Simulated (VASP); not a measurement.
VASP ran on this input.

KPOINTS:
```
Automatic mesh
0
Gamma
11 11 6
0 0 0
```

**INCAR**
```
SYSTEM = Os
PREC = Accurate
ENCUT = 400
EDIFF = 1E-6
NELM = 100
ALGO = Normal
LREAL = .FALSE.
LASPH = .TRUE.
ISMEAR = 1
SIGMA = 0.1
GGA = PE
LMAXMIX = 6
LWAVE = .FALSE.
LCHARG = .FALSE.
ISIF = 2
ICHARG = 11
```

POSCAR:
```
Os
1
    1.3923000000    -2.4115340000     0.0000000000
    1.3923000000     2.4115340000     0.0000000000
    0.0000000000     0.0000000000     4.4064000000
Os
2
Direct
  0.3333330000   0.6666670000   0.2500000000
  0.6666670000   0.3333330000   0.7500000000
```

POTCAR, in this order: Os (PBE.64 set). Program: vasp_std.

The run wrote:

**standard output**
```
 POSCAR found type information on POSCAR Os
 POSCAR found :  1 types and       2 ions
 Reading from existing POTCAR
 Reading from existing POTCAR
 LDA part: xc-table for (Slater+PW92), standard interpolation
 WARNING: stress and forces are not correct
 POSCAR, INCAR and KPOINTS ok, starting setup
 WAVECAR not read
 WARNING: CHGCAR is incomplete

 -----------------------------------------------------------------------------
|                                                                             |
|     EEEEEEE  RRRRRR   RRRRRR   OOOOOOO  RRRRRR      ###     ###     ###     |
|     E        R     R  R     R  O     O  R     R     ###     ###     ###     |
|     E        R     R  R     R  O     O  R     R     ###     ###     ###     |
|     EEEEE    RRRRRR   RRRRRR   O     O  RRRRRR       #       #       #      |
|     E        R   R    R   R    O     O  R   R                               |
|     E        R    R   R    R   O     O  R    R      ###     ###     ###     |
|     EEEEEEE  R     R  R     R  OOOOOOO  R     R     ###     ###     ###     |
|                                                                             |
|     ICHARG>10                                                               |
|                                                                             |
|       ---->  I REFUSE TO CONTINUE WITH THIS SICK JOB ... BYE!!! <----       |
|                                                                             |
 -----------------------------------------------------------------------------
```

**Question.** Read input and log: which fault does this run have?
A. a hybrid functional was run with ALGO = VeryFast
B. ICHARG = 11 asks for a fixed density, but there is no CHGCAR
C. EDIFF is too loose for the force threshold
D. NBANDS is too small to hold all electrons

**Answer.** B, ICHARG = 11 asks for a fixed density, but there is no CHGCAR. VASP stops with an error: ERROR: charge density could not be read from file CHGCAR for ICHARG>10 ----> I REFUSE TO CONTINUE WITH THIS SICK JOB ... BYE!!! <----

To mend it, run self-consistently first and keep its CHGCAR, or remove ICHARG. The plain static run on this cell (PBE GGA, plane waves, VASP's PBE PAW potentials (set 64)) converges, and its OSZICAR ends with
```
   1 F= -.22436806E+02 E0= -.22437619E+02  d E =0.243932E-02
```

The compound is Os in the hcp structure. The cell was not relaxed at this level.
